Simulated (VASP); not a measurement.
# Cl on the Cs site in Cs2LiYCl6, part 6 of 10

How easily does Cl on the Cs site form in Cs2LiYCl6? The host is relaxed first, then a supercell is run with and without the defect. The start is a cell from a database of measured crystal structures.

VASP 6.6.1, plane waves and PAW; the level of theory is named at each step.

So far. Step 7 (Reference Cs): The run ended after 5 ionic steps, 0.016 eV below its first step, once forces and stress met EDIFFG = -0.02. Step 7 (Reference Cs): Energy at zero smearing: -0.97805 eV.

## 8. The defect cell

This step: LDA; plane waves and PAW (Cl, Cs_sv, Y_sv, Li) (VASP 6.6.1).

System of this step: Cs15Li8Y8Cl49. The cell holds 80 atoms: 49 Cl, 15 Cs, 8 Y and 8 Li. Its edges and angles: a = 14.329 Å, b = 14.329 Å, c = 14.329 Å, α = 60.0°, β = 60.0°, γ = 60.0°. It derives from Cs2LiYCl6. Nearest the centre at fractional (0.375, 0.375, 0.375): Cl1 at 0.02 Å, Cl3 at 3.58 Å, Cl30 at 3.58 Å, Cl14 at 3.58 Å, Cl20 at 3.58 Å, Cl12 at 3.58 Å, Cl38 at 3.58 Å, Cl35 at 3.58 Å.

Atoms within 3.3 Å of the defect's centre start slightly displaced, with symmetry off, so that a distortion can develop. The atoms relax at the host's fixed cell.

File INCAR:

```
SYSTEM = Cs15Li8Y8Cl49
PREC = Normal
ENCUT = 300
EDIFF = 1E-05
NELM = 120
ISMEAR = 0
SIGMA = 0.05
LREAL = Auto
ALGO = Fast
GGA = CA
LORBIT = 11
LWAVE = True
LCHARG = .TRUE.
IBRION = 2
NSW = 50
ISIF = 2
EDIFFG = -0.03
POTIM = 0.4
MAXMIX = 40
ISYM = 0
```

File POSCAR:

```
Cs15Li8Y8Cl49
1.0
    0.0000000000     10.1317993904     10.1317993904
   10.1317993904      0.0000000000     10.1317993904
   10.1317993904     10.1317993904      0.0000000000
Cl Cs Y Li
49 15 8 8
Direct
    0.3755664200      0.3763298600      0.3740424200
    0.3725490500      0.3725490500      0.1274509500
    0.3725490500      0.3725490500      0.6274509500
    0.3725490500      0.8725490500      0.1274509500
    0.3725490500      0.8725490500      0.6274509500
    0.8725490500      0.3725490500      0.1274509500
    0.8725490500      0.3725490500      0.6274509500
    0.8725490500      0.8725490500      0.1274509500
    0.8725490500      0.8725490500      0.6274509500
    0.1274509500      0.1274509500      0.3725490500
    0.1274509500      0.1274509500      0.8725490500
    0.1274509500      0.6274509500      0.3725490500
    0.1274509500      0.6274509500      0.8725490500
    0.6274509500      0.1274509500      0.3725490500
    0.6274509500      0.1274509500      0.8725490500
    0.6274509500      0.6274509500      0.3725490500
    0.6274509500      0.6274509500      0.8725490500
    0.3725490500      0.1274509500      0.3725490500
    0.3725490500      0.1274509500      0.8725490500
    0.3725490500      0.6274509500      0.3725490500
    0.3725490500      0.6274509500      0.8725490500
    0.8725490500      0.1274509500      0.3725490500
    0.8725490500      0.1274509500      0.8725490500
    0.8725490500      0.6274509500      0.3725490500
    0.8725490500      0.6274509500      0.8725490500
    0.1274509500      0.3725490500      0.3725490500
    0.1274509500      0.3725490500      0.8725490500
    0.1274509500      0.8725490500      0.3725490500
    0.1274509500      0.8725490500      0.8725490500
    0.6274509500      0.3725490500      0.3725490500
    0.6274509500      0.3725490500      0.8725490500
    0.6274509500      0.8725490500      0.3725490500
    0.6274509500      0.8725490500      0.8725490500
    0.1274509500      0.3725490500      0.1274509500
    0.1274509500      0.3725490500      0.6274509500
    0.1274509500      0.8725490500      0.1274509500
    0.1274509500      0.8725490500      0.6274509500
    0.6274509500      0.3725490500      0.1274509500
    0.6274509500      0.3725490500      0.6274509500
    0.6274509500      0.8725490500      0.1274509500
    0.6274509500      0.8725490500      0.6274509500
    0.3725490500      0.1274509500      0.1274509500
    0.3725490500      0.1274509500      0.6274509500
    0.3725490500      0.6274509500      0.1274509500
    0.3725490500      0.6274509500      0.6274509500
    0.8725490500      0.1274509500      0.1274509500
    0.8725490500      0.1274509500      0.6274509500
    0.8725490500      0.6274509500      0.1274509500
    0.8725490500      0.6274509500      0.6274509500
    0.3750000000      0.3750000000      0.8750000000
    0.3750000000      0.8750000000      0.3750000000
    0.3750000000      0.8750000000      0.8750000000
    0.8750000000      0.3750000000      0.3750000000
    0.8750000000      0.3750000000      0.8750000000
    0.8750000000      0.8750000000      0.3750000000
    0.8750000000      0.8750000000      0.8750000000
    0.1250000000      0.1250000000      0.1250000000
    0.1250000000      0.1250000000      0.6250000000
    0.1250000000      0.6250000000      0.1250000000
    0.1250000000      0.6250000000      0.6250000000
    0.6250000000      0.1250000000      0.1250000000
    0.6250000000      0.1250000000      0.6250000000
    0.6250000000      0.6250000000      0.1250000000
    0.6250000000      0.6250000000      0.6250000000
    0.0000000000      0.0000000000      0.0000000000
    0.0000000000      0.0000000000      0.5000000000
    0.0000000000      0.5000000000      0.0000000000
    0.0000000000      0.5000000000      0.5000000000
    0.5000000000      0.0000000000      0.0000000000
    0.5000000000      0.0000000000      0.5000000000
    0.5000000000      0.5000000000      0.0000000000
    0.5000000000      0.5000000000      0.5000000000
    0.2500000000      0.2500000000      0.2500000000
    0.2500000000      0.2500000000      0.7500000000
    0.2500000000      0.7500000000      0.2500000000
    0.2500000000      0.7500000000      0.7500000000
    0.7500000000      0.2500000000      0.2500000000
    0.7500000000      0.2500000000      0.7500000000
    0.7500000000      0.7500000000      0.2500000000
    0.7500000000      0.7500000000      0.7500000000
```

File KPOINTS:

```
Automatic mesh
0
Gamma
1 1 1
0 0 0
```

The projector-augmented-wave data sets are Cl, Cs_sv, Y_sv and Li (LDA family, release 64).

Command:

```console
$ export OMP_NUM_THREADS=5
$ mpirun -np 1 vasp_gam
```

Output:

```text
[banner, memory and clock lines left out]
running    1 mpi-ranks, on    1 nodes
 distrk:  each k-point on    1 cores,    1 groups
 distr:  one band on    1 cores,    1 groups
 Offloading initialized ...    1 GPUs detected
 POSCAR found type information on POSCAR ClCsY Li
 POSCAR found :  4 types and      80 ions
 LDA part: xc-table for (Slater(with rela. corr.)+CA(PZ))
 , standard interpolation
 POSCAR, INCAR and KPOINTS ok, starting setup
 FFT: planning ... GRIDC
 FFT: planning ... GRID_SOFT
 FFT: planning ... GRID
 WAVECAR not read
 entering main loop
       N       E                     dE             d eps       ncg     rms          rms(c)
DAV:   1     0.529398610116E+04    0.52940E+04   -0.20826E+05   688   0.102E+03
DAV:   2     0.332932968827E+03   -0.49611E+04   -0.47540E+04  1040   0.287E+02
DAV:   3    -0.352022602761E+03   -0.68496E+03   -0.68026E+03   800   0.111E+02
DAV:   4    -0.379546767727E+03   -0.27524E+02   -0.27470E+02   872   0.230E+01
DAV:   5    -0.380847703968E+03   -0.13009E+01   -0.13005E+01  1072   0.427E+00    0.925E+01
RMM:   6    -0.367509707519E+03    0.13338E+02   -0.31283E+01   715   0.574E+00    0.684E+01
RMM:   7    -0.373251157800E+03   -0.57415E+01   -0.40882E+01   759   0.569E+00    0.302E+01
RMM:   8    -0.366831868237E+03    0.64193E+01   -0.21609E+01   795   0.375E+00    0.101E+01
RMM:   9    -0.365363705541E+03    0.14682E+01   -0.47384E+00   736   0.241E+00    0.282E+00
RMM:  10    -0.365313964941E+03    0.49741E-01   -0.62731E-01   786   0.953E-01    0.197E+00
RMM:  11    -0.365382076663E+03   -0.68112E-01   -0.24028E-01   896   0.481E-01    0.192E+00
RMM:  12    -0.365307941493E+03    0.74135E-01   -0.89270E-02   983   0.278E-01    0.107E+00
RMM:  13    -0.365319237304E+03   -0.11296E-01   -0.52259E-02  1052   0.194E-01    0.151E+00
RMM:  14    -0.365303948289E+03    0.15289E-01   -0.28200E-02   939   0.195E-01    0.519E-01
RMM:  15    -0.365302972036E+03    0.97625E-03   -0.63321E-03   994   0.103E-01    0.439E-01
RMM:  16    -0.365301805251E+03    0.11668E-02   -0.30968E-03  1138   0.586E-02    0.206E-01
RMM:  17    -0.365301473966E+03    0.33128E-03   -0.11403E-03  1149   0.308E-02    0.798E-02
RMM:  18    -0.365301393939E+03    0.80027E-04   -0.42117E-04  1047   0.197E-02    0.653E-02
RMM:  19    -0.365301328855E+03    0.65084E-04   -0.21388E-04  1009   0.145E-02    0.578E-02
RMM:  20    -0.365301364462E+03   -0.35607E-04   -0.11298E-04   899   0.107E-02    0.751E-02
RMM:  21    -0.365301312412E+03    0.52050E-04   -0.89239E-05   700   0.822E-03    0.363E-02
RMM:  22    -0.365301302379E+03    0.10032E-04   -0.33686E-05   569   0.608E-03    0.214E-02
RMM:  23    -0.365301301406E+03    0.97359E-06   -0.46720E-06   436   0.405E-03
   1 F= -.36530130E+03 E0= -.36525851E+03  d E =-.365301E+03
 curvature:   0.00 expect dE= 0.000E+00 dE for cont linesearch  0.000E+00
 trial: gam= 0.00000 g(F)=  0.192E-01 g(S)=  0.000E+00 ort = 0.000E+00 (trialstep = 0.100E+01)
 search vector abs. value=  0.192E-01
 bond charge predicted
       N       E                     dE             d eps       ncg     rms          rms(c)
DAV:   1    -0.365309386406E+03   -0.80840E-02   -0.11162E+00   784   0.152E+00    0.613E-01
RMM:   2    -0.365319626792E+03   -0.10240E-01   -0.86173E-02   718   0.326E-01    0.708E-01
RMM:   3    -0.365317832134E+03    0.17947E-02   -0.76016E-03   802   0.117E-01    0.311E-01
RMM:   4    -0.365318065346E+03   -0.23321E-03   -0.18849E-03   753   0.535E-02    0.362E-01
RMM:   5    -0.365317169240E+03    0.89611E-03   -0.97474E-04   810   0.357E-02    0.141E-01
RMM:   6    -0.365317194478E+03   -0.25238E-04   -0.24510E-04   880   0.166E-02    0.144E-01
RMM:   7    -0.365316992257E+03    0.20222E-03   -0.81092E-05   672   0.909E-03    0.568E-02
RMM:   8    -0.365316956500E+03    0.35757E-04   -0.77535E-05   662   0.870E-03    0.103E-02
RMM:   9    -0.365316959810E+03   -0.33107E-05   -0.17039E-05   449   0.494E-03
   2 F= -.36531696E+03 E0= -.36527301E+03  d E =-.156584E-01
[... from here on, the cycles between the ionic steps are left out ...]
   3 F= -.36532597E+03 E0= -.36528081E+03  d E =-.246688E-01
   4 F= -.36532643E+03 E0= -.36528088E+03  d E =-.251314E-01
   5 F= -.36533603E+03 E0= -.36529004E+03  d E =-.959689E-02
   6 F= -.36534763E+03 E0= -.36530060E+03  d E =-.212013E-01
[...]
WARNING in EDDRMM: call to ZHEGV failed, returncode =   6  3     92
   7 F= -.36534915E+03 E0= -.36530085E+03  d E =-.227164E-01
   8 F= -.36535214E+03 E0= -.36530460E+03  d E =-.257075E-01
   9 F= -.36535738E+03 E0= -.36530954E+03  d E =-.524337E-02
  10 F= -.36535742E+03 E0= -.36530947E+03  d E =-.528200E-02
 curvature:  -1.72 expect dE=-0.114E-02 dE for cont linesearch -0.774E-06
 trial: gam= 0.15527 g(F)=  0.664E-03 g(S)=  0.000E+00 ort = 0.594E-04 (trialstep = 0.227E+01)
 search vector abs. value=  0.871E-03
 bond charge predicted
       N       E                     dE             d eps       ncg     rms          rms(c)
DAV:   1    -0.365357501541E+03   -0.81057E-04   -0.29541E-01   752   0.733E-01    0.623E-01
RMM:   2    -0.365360203696E+03   -0.27022E-02   -0.16606E-02   702   0.188E-01    0.117E+00
RMM:   3    -0.365359143458E+03    0.10602E-02   -0.19201E-03   745   0.707E-02    0.799E-01
RMM:   4    -0.365358384327E+03    0.75913E-03   -0.10277E-03   704   0.438E-02    0.470E-01
RMM:   5    -0.365358329395E+03    0.54932E-04   -0.70413E-04   725   0.322E-02    0.341E-01
RMM:   6    -0.365358372140E+03   -0.42745E-04   -0.10443E-04   749   0.145E-02    0.348E-01
RMM:   7    -0.365358423654E+03   -0.51514E-04   -0.58060E-05   633   0.938E-03    0.410E-01
WARNING in EDDRMM: call to ZHEGV failed, returncode =   6  3    171
RMM:   8    -0.365358442128E+03   -0.18474E-04   -0.34642E-05   532   0.745E-03    0.432E-01
RMM:   9    -0.365358635154E+03   -0.19303E-03   -0.43619E-04   932   0.218E-02    0.410E-01
RMM:  10    -0.365358378587E+03    0.25657E-03   -0.23011E-04   800   0.182E-02    0.206E-01
RMM:  11    -0.365358289734E+03    0.88852E-04   -0.36622E-04   902   0.228E-02    0.143E-01
RMM:  12    -0.365358262180E+03    0.27554E-04   -0.10872E-04   723   0.112E-02    0.178E-01
RMM:  13    -0.365358251308E+03    0.10872E-04   -0.16573E-05   408   0.505E-03    0.177E-01
RMM:  14    -0.365358214495E+03    0.36813E-04   -0.15686E-04   749   0.138E-02    0.383E-02
RMM:  15    -0.365358212557E+03    0.19380E-05   -0.12609E-05   404   0.446E-03
  11 F= -.36535821E+03 E0= -.36530976E+03  d E =-.790220E-03
 trial-energy change:   -0.000790  1 .order   -0.001169   -0.001525   -0.000813
 step:   4.8546(harm=  4.8546)  dis= 0.00430  next Energy=  -365.359056 (dE=-0.163E-02)
 reached required accuracy - stopping structural energy minimisation
 writing wavefunctions
```

Elapsed: 9.5 min, on 1 × NVIDIA H100 80GB HBM3, 81559 MiB with 1 MPI rank of AMD EPYC 7R13 (Zen 3), card shared with another run, shared host; peak memory 2 GiB.

Parts of OUTCAR (step 8):

```text
   k-points           NKPTS =      1   k-points in BZ     NKDIM =      1   number of bands    NBANDS=    344

   NELECT =     574.0000    total number of electrons

 E-fermi :   0.2167

 k-point     1 :       0.0000    0.0000    0.0000
  band No.  band energies     occupation
    ...
    284       0.1573      1.90728
    285       0.1574      1.90665
    286       0.1958      1.44599
    287       0.1958      1.44504
    288       0.1959      1.44300
    289       4.8521      0.00000
    290       4.8522      0.00000
    291       4.8524      0.00000
    292       5.0169      0.00000
    293       5.0169      0.00000
    ...

  Total       -2.1688897     -2.1742423     -2.1670067      0.0246800      0.0216095      0.0211209
  in kB       -1.6705455     -1.6746683     -1.6690952      0.0190093      0.0166443      0.0162680
  external PRESSURE =      -1.6714363 kB  Pullay stress =       0.0000000 kB

 POSITION                                       TOTAL-FORCE (eV/Angst)
 -----------------------------------------------------------------------------------
      7.60470      7.59266      7.62574         0.004153     -0.004538      0.016465
      5.04291      5.04265      7.53157        -0.010318     -0.010432      0.008261
     10.15509     10.15484      7.53155         0.010583      0.010378      0.008250
     10.13499      5.06268     12.61976         0.002924     -0.002959      0.002575
     15.19657     10.13294     12.63409         0.003086     -0.003037     -0.010968
      5.06255     10.13515     12.61985        -0.003217      0.002969      0.002016
     10.13278     15.19670     12.63401        -0.003397      0.003449     -0.010845
     10.13156     10.13168     17.68042         0.002085      0.002078      0.008618
     15.19781     15.19796     17.68038        -0.002073     -0.002050      0.008747
      5.06224      5.06219      2.57765        -0.003324     -0.003354     -0.002057
     10.13552     10.13550      2.57768         0.003407      0.003367     -0.002187
     10.15427      5.04342      7.66640         0.009447     -0.009498     -0.008805
     15.19781     10.13169      7.64916        -0.001992      0.001972     -0.008583
      5.04246     10.15523      7.66631        -0.010936      0.010890     -0.009072
     10.13165     15.19786      7.64910         0.001841     -0.001844     -0.008423
     10.13228     10.13214     12.69502        -0.002392     -0.002672      0.011094
     15.19735     15.19722     12.69504         0.002737      0.002468      0.011085
      5.04127      7.53145      5.04170        -0.011274      0.009559     -0.011091
     10.13551     12.61998      5.06238         0.003509      0.002158     -0.003261
     10.15342      7.53145     10.15389         0.008070      0.007959      0.008445
     15.19743     12.63410     10.13240         0.002878     -0.010942     -0.002820
      5.06257     12.61989     10.13531        -0.002803      0.002365      0.003047
     10.13169     17.68042     10.13155         0.001854      0.008150      0.001918
     10.13277     12.63441     15.19712        -0.002454     -0.011214      0.003037
[...]
-----------------------------------------------------------------------------------
    total drift:                                0.001011     -0.002228      0.006786

  FREE ENERGIE OF THE ION-ELECTRON SYSTEM (eV)
  ---------------------------------------------------
  free  energy   TOTEN  =      -365.3582125571 eV

  energy  without entropy=     -365.2613028838  energy(sigma->0) =     -365.30975772

[... 5 parts as in an earlier step ...]

[... 4 further parts left out ...]
```

Relaxation path:

| step | energy less that of the first step (eV) | largest force (eV/Å) |
| --- | --- | --- |
| 1 | 0.0000 | 0.3020 |
| 2 | -0.0157 | 0.1742 |
| 3 | -0.0247 | 0.0911 |
| 4 | -0.0251 | 0.1014 |
| 5 | -0.0347 | 0.0797 |
| 6 | -0.0463 | 0.0524 |
| 7 | -0.0478 | 0.1543 |
| 8 | -0.0508 | 0.1072 |
| 9 | -0.0561 | 0.0420 |
| 10 | -0.0561 | 0.0323 |
| 11 | -0.0569 | 0.0189 |

The atoms that moved most (Å):

| atom | dx | dy | dz | length |
| --- | --- | --- | --- | --- |
| Y70 | 0.032 | -0.032 | 0.032 | 0.056 |
| Y68 | -0.032 | 0.032 | 0.031 | 0.055 |
| Y72 | -0.031 | -0.031 | -0.032 | 0.054 |
| Y71 | 0.031 | 0.031 | -0.032 | 0.054 |
| Cl18 | -0.025 | -0.018 | -0.024 | 0.039 |
| Cl43 | 0.018 | 0.025 | -0.024 | 0.039 |
| Cl26 | -0.018 | -0.024 | -0.024 | 0.038 |
| Cl35 | 0.024 | 0.018 | -0.024 | 0.038 |

Numbers from this step:

| Quantity | Value |
| --- | --- |
| electronic cycles | 112 |
| electrons | 574 |
| free energy (TOTEN) | -365.3582 eV |
| energy at zero smearing | -365.3098 eV |
| Fermi energy | 0.2167 eV |

Valence density in the ac plane at fractional y = 0.375, through the centre, with atoms of Cl and Cs within 0.45 Å of it. It is the smooth field of the valence electrons, not physical close to the nuclei.

Values in e/Å³, 13 rows by 16 columns, each cell a mean:
```
0.2 0.7 0.4 0.1 0.2 0.7 0.4 0.1 0.2 0.7 0.4 0.1 0.3 0.7 0.4 0.1
0.1 1.2 1.2 0.4 0.2 0.7 0.4 0.5 0.1 1.2 1.2 0.4 0.2 0.7 0.4 0.5
0.1 0.2 0.7 0.4 0.1 0.3 0.7 0.5 0.1 0.2 0.7 0.4 0.1 0.3 0.7 0.4
0.1 0.5 0.2 0.1 0.2 0.5 0.2 0.1 0.1 0.4 0.2 0.1 0.1 0.4 0.2 0.1
0.2 1.3 1.1 0.3 0.2 1.3 1.1 0.3 0.2 1.3 1.1 0.3 0.2 1.3 1.1 0.3
0.1 0.4 1.0 0.4 0.1 0.4 1.0 0.4 0.1 0.4 1.0 0.5 0.1 0.4 1.0 0.5
0.1 0.2 0.1 0.1 0.1 0.1 0.1 0.1 0.1 0.2 0.1 0.1 0.1 0.2 0.1 0.1
0.2 1.2 0.9 0.1 0.2 1.2 0.9 0.1 0.2 1.2 0.9 0.2 0.3 0.9 0.6 0.2
0.1 0.7 1.2 0.5 0.1 0.6 1.2 0.5 0.1 0.6 1.2 0.6 0.1 0.6 0.7 0.6
0.1 0.1 0.2 0.1 0.1 0.1 0.1 0.1 0.1 0.1 0.2 0.2 0.1 0.1 0.2 0.2
0.2 1.0 0.7 0.1 0.2 1.0 0.6 0.1 0.2 1.0 0.7 0.1 0.2 1.1 0.7 0.1
0.1 0.9 1.2 0.5 0.1 1.0 1.3 0.4 0.1 0.9 1.2 0.6 0.1 0.9 1.3 0.5
0.1 0.1 0.3 0.2 0.1 0.1 0.4 0.2 0.1 0.1 0.4 0.2 0.1 0.1 0.3 0.2
```
Columns run along a (14.3 Å), rows up along c (14.3 Å). Atoms in or near the plane, at fractional coordinates: Cl at (0.38, 0.37), Cl at (0.37, 0.13), Cl at (0.37, 0.63), Cl at (0.87, 0.13), Cl at (0.87, 0.63), Cl at (0.13, 0.37), Cl at (0.13, 0.87), Cl at (0.63, 0.37), Cl at (0.63, 0.87), Cl at (0.13, 0.13), Cl at (0.13, 0.63), Cl at (0.63, 0.13), Cl at (0.63, 0.63), Cs at (0.38, 0.87) and more.

The run ended after 11 ionic steps, 0.057 eV below its first step, once the forces on the free atoms met EDIFFG = -0.03.

The 12 first neighbours (Cl) lie 3.58 Å from the site in the perfect crystal and 3.62 Å on average from the atom on it after the relaxation (+0.9 %).

Levels at the Fermi energy are partly filled: the carrier is shared among close levels or spread over a band.

(Continued in part 7 of 10.)

[Lines on the potential files, build, host, timing and source positions are cut from VASP's logs without a mark.]

[Logs are printed without paths, hosts, clocks, repeated set-up lines and the standing remarks that a program may print on its own settings, such as how far it seeks lower states.]

[Hosts, paths, dates, database ids (printed as entryN), source tags and the programs' standing remarks are cut or masked in the printed files.]

[In band tables of VASP the shares of atoms and orbitals are scaled to a sum of 1 inside the atoms' spheres.]

[Runs that stopped without an error message from VASP are left out.]
